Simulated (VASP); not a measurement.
# In₃SbTe₄: molecular dynamics with a thermostat

In₃SbTe₄, I422 (no. 97), 8 atoms in the cell. PBE, molecular dynamics; PAW potentials Te, Sb, In (PBE set).

Ensemble: Nose-Hoover chain; Target temperature (K): 1600.

## Input

INCAR:
```
ALGO = Normal
EDIFF = 1E-6
ENCUT = 200
GGA = PE
IBRION = 0
ISIF = 2
ISMEAR = 0
ISYM = 0
KPAR = 2
LASPH = True
LCHARG = False
LREAL = Auto
LWAVE = False
MDALGO = 4
NELM = 60
NELMIN = 4
NHC_NCHAINS = 3
NHC_PERIOD = 30
NSW = 60
POTIM = 4.0
PREC = Normal
RANDOM_SEED = 178749 0 0
SIGMA = 0.05
TEBEG = 1600
```

KPOINTS:
```
k-points
0
Monkhorst-Pack
  2 2 2
```

POSCAR:
```
In3SbTe4
1.0
   -4.1701150000      4.1701150000      3.6065670000
    4.1701150000     -4.1701150000      3.6065670000
    4.1701150000      4.1701150000     -3.6065670000
Te Sb In
4 1 3
Direct
    0.4409510000      0.5590490000      0.5000000000
    0.0590490000      0.9409510000      0.5000000000
    0.5590490000      0.0590490000      0.1180980000
    0.9409510000      0.4409510000      0.8819020000
    0.0000000000      0.0000000000      0.0000000000
    0.0000000000      0.5000000000      0.5000000000
    0.5000000000      0.0000000000      0.5000000000
    0.5000000000      0.5000000000      0.0000000000
```

Commands:
```
cat potpaw_PBE.64/Te/POTCAR potpaw_PBE.64/Sb/POTCAR potpaw_PBE.64/In/POTCAR > POTCAR
mpirun -np 2 vasp_std > vasp.out
```

## Result

- Mean temperature (K): 1459
- Standard error of the mean temperature (K): 68
- Relative fluctuation of the kinetic energy: 0.107
- Canonical value of that fluctuation: 0.309
- Rise of the mean potential energy above the start (meV/atom): 48.0
- Electronic steps per ionic step after the first: 4.1

Course of the run:

| Time (fs) | Temperature (K) | Potential energy less the first (meV/atom) |
|---|---|---|
| 4 | 1599 | 0.0 |
| 24 | 1546 | 6.0 |
| 40 | 1464 | 15.6 |
| 60 | 1409 | 22.8 |
| 76 | 1422 | 23.0 |
| 96 | 1410 | 27.5 |
| 112 | 1320 | 41.4 |
| 132 | 1209 | 60.4 |
| 148 | 1238 | 64.6 |
| 168 | 1389 | 61.8 |
| 184 | 1497 | 65.9 |
| 204 | 1615 | 79.0 |
| 220 | 1713 | 92.8 |
| 240 | 1718 | 124.0 |

REPORT:
```
MDALGO =   4
           NHC_NCHAINS =   3
            NHC_PERIOD =    30
            NHC_NRESPA =    1
                NHC_NS =  1
               SCALING =       0
                 CNEXP =     9.000   14.000
           RANDOM_SEED =            178749                0                0

   original number of atomic DOF:         21
   number of independent constraints:      0
   number of active DOF:                  21

========================================
         MD step No.       1
========================================

  Atomic velocities initialized by STEP_tb

  >Nose-Hoover_chains
                       xs       vs(fs^-1)
   nhc_s>  -0.46022134E-07  -0.46017342E-07
   nhc_s>  -0.13889371E-03  -0.13889853E-03
   nhc_s>  -0.13888889E-03  -0.13886960E-03

  >Energies
                    E_tot             E_pot             E_kin               EPS                ES
   e_b>   -0.23225047E+02   -0.24672288E+02    0.14472412E+01    0.38296876E-04   -0.38433411E-04

  >Temperature
               T_sim     T_inst
   tmprt>   1600.000   1599.470

           RANDOM_SEED =            178749               48                0

[... steps left out ...]

========================================
         MD step No.      60
========================================

  >Nose-Hoover_chains
                       xs       vs(fs^-1)
   nhc_s>  -0.40078139E+00  -0.38581230E-02
   nhc_s>  -0.14044916E+01   0.51498428E-02
   nhc_s>  -0.68628770E+00  -0.35969845E-02

  >Energies
                    E_tot             E_pot             E_kin               EPS                ES
   e_b>   -0.23224542E+02   -0.23680076E+02    0.15547609E+01    0.34948465E+00   -0.14487119E+01

  >Temperature
               T_sim     T_inst
   tmprt>   1600.000   1718.299

           RANDOM_SEED =            178749               48                0
```

OSZICAR:
```
N       E                     dE             d eps       ncg     rms          rms(c)
DAV:   1     0.944198592352E+02    0.94420E+02   -0.75433E+03   192   0.561E+02
DAV:   2    -0.169923729206E+02   -0.11141E+03   -0.10967E+03   240   0.124E+02
DAV:   3    -0.248688191007E+02   -0.78764E+01   -0.77555E+01   256   0.359E+01
DAV:   4    -0.250012020691E+02   -0.13238E+00   -0.13233E+00   216   0.572E+00
DAV:   5    -0.250041414452E+02   -0.29394E-02   -0.29393E-02   256   0.826E-01    0.112E+01
DAV:   6    -0.247305479203E+02    0.27359E+00   -0.85200E-01   216   0.295E+00    0.666E+00
DAV:   7    -0.246943739778E+02    0.36174E-01   -0.27509E-01   216   0.197E+00    0.306E+00
DAV:   8    -0.246741651481E+02    0.20209E-01   -0.60379E-02   232   0.107E+00    0.499E-01
DAV:   9    -0.246720989162E+02    0.20662E-02   -0.10288E-02   216   0.449E-01    0.320E-01
DAV:  10    -0.246722934638E+02   -0.19455E-03   -0.14778E-03   208   0.162E-01    0.143E-01
DAV:  11    -0.246722794791E+02    0.13985E-04   -0.17464E-04   224   0.569E-02    0.775E-02
DAV:  12    -0.246722909967E+02   -0.11518E-04   -0.49027E-05   224   0.343E-02    0.206E-02
[... left out ...]
     58 T=  1744. E= -.23199450E+02 F= -.23803170E+02 E0= -.23797650E+02  EK= 0.16038E+01 SP= -.14E+01 SK= 0.36E+00
     59 T=  1737. E= -.23199930E+02 F= -.23745740E+02 E0= -.23740173E+02  EK= 0.15962E+01 SP= -.14E+01 SK= 0.35E+00
[... last step whole ...]
       N       E                     dE             d eps       ncg     rms          rms(c)
DAV:   1    -0.236800618956E+02    0.65678E-01   -0.42043E-02   328   0.219E+00    0.120E-02
DAV:   2    -0.236800757501E+02   -0.13854E-04   -0.17896E-04   216   0.593E-02    0.826E-03
DAV:   3    -0.236800757582E+02   -0.80461E-08   -0.29229E-06   216   0.837E-03    0.475E-03
DAV:   4    -0.236800756470E+02    0.11116E-06   -0.25956E-07   184   0.260E-03
     60 T=  1718. E= -.23200526E+02 F= -.23680076E+02 E0= -.23674520E+02  EK= 0.15788E+01 SP= -.14E+01 SK= 0.35E+00
```

Limits: 240 fs of 8 atoms are too short for converged averages; the cell is only 5.5 Å across, so each atom moves in step with near copies of itself.

VASP 6.6.1 took 142 s on 2 cores (AMD EPYC 7R13 (Zen 3)), a shared host.
